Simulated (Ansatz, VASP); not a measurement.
**InP in two plane-wave programs**

One calculation is typed for both programs; each brings its own data sets. How far apart do they land? The cell is taken from a series of runs on this material, whose earlier steps may have relaxed, scaled, displaced or heated it; both programs get it as it stands.

Program: Ansatz 0.2.0. Level of theory: plane waves, with VASP 6.6.1 beside it; zone-centre phonons at LDA. Results are calculated unless marked as measured.

In doubt: the program warns that the response may not be converged on this k-mesh, which bears on the force constants and all frequencies.

### Step 1. The starting structure

It takes space group F-43m (No. 216, cubic). Conventional cell: a = 5.823 Å, b = 5.823 Å, c = 5.823 Å, α = 90.00°, β = 90.00°, γ = 90.00°. In has 4 P at 2.52 Å nearest. Nearest to P lie 4 In at 2.52 Å. Farther neighbours are not listed.

### Step 2. Ansatz: zone-centre phonons, LDA

Ansatz runs on its default PAW (the set named soft_2) files.

Second derivatives magnify differences that forces hide, and they need a tight electronic threshold.

Input file input.yaml:

```yaml
crystal:
  lattice:
    - [0.0, 2.9115539746, 2.9115539746]
    - [2.9115539746, 0.0, 2.9115539746]
    - [2.9115539746, 2.9115539746, 0.0]
  atoms:
    - { symbol: In, position: [0.0, 0.0, 0.0] }
    - { symbol: P, position: [0.25, 0.25, 0.25] }
kpoints:
  mp_grid: { grid: [6, 6, 6] }
hamiltonian:
  xc: lda
scf:
  occupations: { method: fixed }
output:
  eigenvalues: true
basis:
  ecutwfc: 260.0
phonons:
  method: dfpt
  dielectric: true
  rigid_motions: translations
```

The run is started by

```
$ ansatz run input.yaml --threads 4 --pin off --max-ram 7168MiB --backend cpu --events-out ev --progress --plain --runs-dir out
```

Numbers of over 12 decimals in the logs are rounded to 6 here.

Log:

```text
Warning: basis.ecutwfc = 260 eV is below the records' recommended 420 eV, and the density's cutoff is lower with it unless basis.ecutrho_ratio is high enough to keep the records' density cutoff: compare with a run at a higher cutoff
Engine: ansatz 0.2.0, x86_64-unknown-linux-gnu
Pseudopotentials: kind: paw
Pseudopotential: In, paw, valence charge 13, recommended cutoff 420 eV (normal), In.paw.azcp
Pseudopotential: P, paw, valence charge 5, recommended cutoff 420 eV (normal), P.paw.azcp
Functional definition: SPW92
  exchange = slater_x
  correlation = pw_c
Crystal: 2 atoms, lattice volume = 49.363 Å³
Basis set: ecut = 260 eV, 459 PW (Γ), exchange–correlation on 48×48×48 points (8 copies of the dense FFT grid, shifted against one another)
Bands: 13, of which v1, the nominal top of the filled ones, is band 9 counted from 1 (8 counted from 0)
Symmetry: 24 space group operations
k-points: 46 of 216 (irreducible under 4 space group operations, time reversal used)
Non-local potential: In, projectors of the file, l = 0: 2, l = 1: 2, l = 2: 2, l = 3: 2
Non-local potential: P, projectors of the file, l = 0: 2, l = 1: 2, l = 2: 2
PAW form: soft (Blöchl's): semilocal exchange-correlation on the pseudo side does not see the compensation charge
PAW frozen core: In, regenerated for the run's functional, and the local potential with it (the file was generated under x = pbe(κ = 0.804, μ = 0.219515), c = pbe(β = 0.066725))
PAW frozen core: P, regenerated for the run's functional, and the local potential with it (the file was generated under x = pbe(κ = 0.804, μ = 0.219515), c = pbe(β = 0.066725))
PAW one-centre angular grid: In, 590 points (default); XC on 64 Gauss nodes
PAW one-centre angular grid: P, 110 points (default); XC on 64 Gauss nodes
Initial density: superposition of atomic densities (neutral atoms: chi_scale 0, normalization atom), corrected by the library's trained network
Initial wavefunctions: pseudopotential atomic-orbital guess
Functional: x = slater, c = lda
SCF iter   1: F=—  HF=-6182.841193 eV  |F-HF|=—  |Δ(HF+E_count)|=         —  Δρ=1.72e-2  dr2=7.78e-2  ethr=1.77e-3  ⟨swp⟩=5.1  Hψ=3240  notcnv=0  defer=84
preconditioner: auto → none  [insulator: Δε(μ)=0.582 eV  Ē_g=14.654 eV  n_scr=14 (ndim 8)  ℏωp=22.4 eV  f_vac=0.016  ε∞_Penn≈3.3]
SCF iter   2: F=—  HF=-6182.803006 eV  |F-HF|=—  |Δ(HF+E_count)|=   3.82e-2  Δρ=4.48e-3  dr2=3.55e-3  ethr=4.32e-4  ⟨swp⟩=2.0  Hψ=1478  notcnv=0  defer=86
SCF iter   3: F=—  HF=-6182.801334 eV  |F-HF|=—  |Δ(HF+E_count)|=   1.67e-3  Δρ=1.42e-3  dr2=3.29e-4  ethr=1.97e-5  ⟨swp⟩=3.3  Hψ=1128  notcnv=0  defer=89
SCF iter   4: F=—  HF=-6182.801210 eV  |F-HF|=—  |Δ(HF+E_count)|=   1.23e-4  Δρ=1.21e-4  dr2=3.96e-6  ethr=1.83e-6  ⟨swp⟩=2.1  Hψ=1010  notcnv=0  defer=88
SCF iter   5: F=—  HF=-6182.801213 eV  |F-HF|=—  |Δ(HF+E_count)|=   2.65e-6  Δρ=2.60e-5  dr2=6.20e-7  ethr=2.20e-8  ⟨swp⟩=2.0  Hψ=1010  notcnv=0  defer=78
SCF iter   6: F=—  HF=-6182.801215 eV  |F-HF|=—  |Δ(HF+E_count)|=   1.59e-6  Δρ=5.19e-6  dr2=8.64e-9  ethr=3.44e-9  ⟨swp⟩=3.0  Hψ=1032  notcnv=0  defer=80
SCF iter   7: F=—  HF=-6182.801215 eV  |F-HF|=—  |Δ(HF+E_count)|=   1.73e-9  Δρ=6.92e-7  dr2=2.14e-10  ethr=4.80e-11  ⟨swp⟩=2.4  Hψ=801  notcnv=0  defer=80
SCF iter   8: F=-6182.801215 eV  HF=-6182.801215 eV  |F-HF|=1.82e-12  |Δ(HF+E_count)|=  6.55e-11  Δρ=4.94e-8  dr2=1.78e-12  ethr=1.00e-12  ⟨swp⟩=10.2  Hψ=3828  notcnv=0
SCF 1 converged in 8 iterations: F = -6182.801215 eV  dr2 = 1.78e-12
  greatest PAW one-centre occupation: 0.997 electrons in one spin orbital (limit 2), on the In atom at site 0 (counted from 0), in its partial waves of l = 2
NSCF: frozen V_eff on 2 k-points
DFPT response loops at Γ: preconditioner auto → none (the input reference at scf.mixing.eps_inf says where Resta's filter doesn't serve); β = 0.50; Broyden in place of MSR1
── the response to a field inside a basis, on 8×8×8 k-points: an SCF that follows is theirs, and a resumed run solves both again ──
Bands: 10, of which v1, the nominal top of the filled ones, is band 9 counted from 1 (8 counted from 0)
k-points: 60
Initial density: handed on by an earlier stage of this run
Initial wavefunctions: pseudopotential atomic-orbital guess (no wavefunctions were taken with the density)
Eigensolver: Dense (60 Hₖ)
SCF iter   1: F=—  HF=-6183.448752 eV  |F-HF|=—  |Δ(HF+E_count)|=         —  Δρ=9.63e-3  dr2=1.73e-2  ethr=1.00e-1
preconditioner: auto → none  [insulator: Δε(μ)=0.644 eV  Ē_g=12.647 eV  n_scr=14 (ndim 8)  ℏωp=22.4 eV  f_vac=0.008  ε∞_Penn≈4.1]
SCF iter   2: F=—  HF=-6183.438433 eV  |F-HF|=—  |Δ(HF+E_count)|=   1.03e-2  Δρ=2.71e-3  dr2=1.59e-3  ethr=9.59e-5
SCF iter   3: F=—  HF=-6183.437879 eV  |F-HF|=—  |Δ(HF+E_count)|=   5.54e-4  Δρ=1.19e-3  dr2=2.30e-4  ethr=8.83e-6
SCF iter   4: F=—  HF=-6183.437806 eV  |F-HF|=—  |Δ(HF+E_count)|=   7.30e-5  Δρ=2.54e-4  dr2=2.53e-5  ethr=1.28e-6
SCF iter   5: F=—  HF=-6183.437800 eV  |F-HF|=—  |Δ(HF+E_count)|=   6.67e-6  Δρ=4.52e-5  dr2=6.45e-7  ethr=1.41e-7
SCF iter   6: F=-6183.437799 eV  HF=-6183.437799 eV  |F-HF|=5.00e-11  |Δ(HF+E_count)|=   1.06e-7  Δρ=2.89e-6  dr2=2.09e-9  ethr=3.58e-9
SCF 1 converged in 6 iterations: F = -6183.437799 eV  dr2 = 2.09e-9
  greatest PAW one-centre occupation: 0.984 electrons in one spin orbital (limit 2), on the In atom at site 0 (counted from 0), in its partial waves of l = 2
DFPT response loops at Γ: mixed as the last ones told, above
WARN: field response: ε∞ stands inside a basis, on 8×8×8 points; the force constants stand on the 6×6×6 k-mesh, whose period is 8.94 times the interband length at k = (0.0000, 0.0000, 0.0000), direct gap 0.646 eV, under 14: take them and everything formed from them as unconverged, and compare with a denser kpoints.mp_grid
SCF converged after 8 iterations
Free energy (F): -6182.801215 eV
Harris-Foulkes:  -6182.801215 eV  (|F-HF|=1.82e-12)
Internal energy: -6182.801215 eV  (E = F + TS)
E sigma→0 (E₀):  -6182.801215 eV
Fermi energy:    6.999313 eV
--- Per-component energies (eV) ---
  E_band       = -54.684349
  E_kinetic    = 320.516296
  E_local      = -1389.292212  (includes V_loc(G=0)·N_el)
  E_nonlocal   = 400.214760
  E_hartree    = 544.414667
  E_xc         = -275.707304
  E_vxc        = -163.140603  (∫ρ·V_xc dr)
  E_paw        = -4554.697938  (= ΣΔE_a)
  E_vpaw       = -311.812192  (= ΣTr[D̂ρ^β])
  E_aug_tail   = 0.000293  (compensation charges beyond the density's cutoff)
  E_ewald      = -1228.651663
  E_core_change = 0.401888  (= ΣΔE_core)
  E_smearing   = -0.000000  (= −TS)
  E_closure    = 0.000000  (closes the sum)
  Σ components = -6182.801215   (vs F -6182.801215, Δ=0.00e0)
--- Band table (eV; the first three rows and the last of 46) ---
  k-point 0: bands = [... 5 lower, -4.6554, 6.9993, 6.9993, 6.9993, 7.6453, 11.0059, 11.0059, 11.0059]
  k-point 1: bands = [... 5 lower, -4.3405, 4.7404, 6.6721, 6.6721, 8.7174, 11.3938, 11.4417, 11.4417]
  k-point 2: bands = [... 5 lower, -3.4914, 2.2850, 6.1835, 6.1835, 8.5380, 11.7849, 11.7849, 13.1677]
  k-point 45: bands = [... 5 lower, -2.3019, 1.2796, 3.7591, 4.8206, 10.5812, 11.1478, 12.6331, 14.3292]
--- Phonons (Γ-DFPT): 2 representative perturbations + reference, on 46 of 216 k-points (Σ response iterations 6) ---
  k mesh reduced under 4 symmetry operations, with k and −k counted as one. Each operation leaves every solved perturbation unchanged. A smaller set is not considered because the run solves the response to a homogeneous field
  ASR residual: 3.401e-5 → 0.000e0 eV/Å²; symmetrization residual: 3.674e-6 eV/Å²
  ASR residual per site (eV/Å²): 1.87e-6 3.40e-5
  Γ frequencies (cm⁻¹): 0.00 0.00 0.00 304.68 304.68 304.68
  ε∞ (high-frequency dielectric tensor):
       11.542849    -0.000000    -0.000000
       -0.000000    11.542849     0.000000
       -0.000000     0.000000    11.542849
  ε⁰ (static dielectric tensor: ions relaxed, cell fixed):
       14.263858    -0.000000     0.000000
       -0.000000    14.263858     0.000000
        0.000000     0.000000    14.263858
  ε⁰ − ε∞ (ionic part):
        2.721008    -0.000000     0.000000
       -0.000000     2.721008     0.000000
        0.000000     0.000000     2.721008
  softest optical mode at Γ: 304.68 cm⁻¹; the repairs (sum rule, projections) moved no ω² at Γ by more than (0.70 cm⁻¹)²
  Born effective charges Z* (e; rows j = field, columns β = displacement):
    site 0:
         2.48621   -0.00000    0.00000
        -0.00000    2.48621    0.00000
         0.00000    0.00000    2.48621
    site 1:
        -2.48621    0.00000   -0.00000
         0.00000   -2.48621   -0.00000
        -0.00000   -0.00000   -2.48621
  Z* charge neutrality: 6.234e-3 e pre-enforcement
  solved inside a basis spanned on kpoints, on 8×8×8 k-points transformed towards the longest dipole: ε∞ is read to err by 7.1e-2, Z* by 2.4e-2 e (field_mesh: kpoints solves on kpoints); Z* is corrected for what the basis lacks
  optical modes at Γ without the LO–TO term, one row a degenerate level:
      ω (cm⁻¹)  modes    IR ((D/Å)²/amu)
        304.68      3            17.5384
  optical modes at Γ + LO–TO along q̂ = [1.0000, 0.0000, 0.0000]:
      ω (cm⁻¹)  modes    IR ((D/Å)²/amu)
        304.68      2            11.6923
        338.70      1             5.8461
  optical modes at Γ + LO–TO along q̂ = [0.0000, 1.0000, 0.0000]:
      ω (cm⁻¹)  modes    IR ((D/Å)²/amu)
        304.68      2            11.6923
        338.70      1             5.8461
  optical modes at Γ + LO–TO along q̂ = [0.0000, 0.0000, 1.0000]:
      ω (cm⁻¹)  modes    IR ((D/Å)²/amu)
        304.68      2            11.6923
        338.70      1             5.8461
```

The column dr2 measures how far the density is from self-consistency, as an energy; F and HF (Harris–Foulkes) agree once it is small.

(Continued in part 2 of 2.)

[Lines on the potential files, build, host, timing and source positions are cut from VASP's logs without a mark.]

[Logs are printed without paths, hosts, clocks, repeated set-up lines and the standing remarks that a program may print on its own settings, such as how far it seeks lower states.]

[Hosts, paths, dates, database ids (printed as entryN), source tags and the programs' standing remarks are cut or masked in the printed files.]
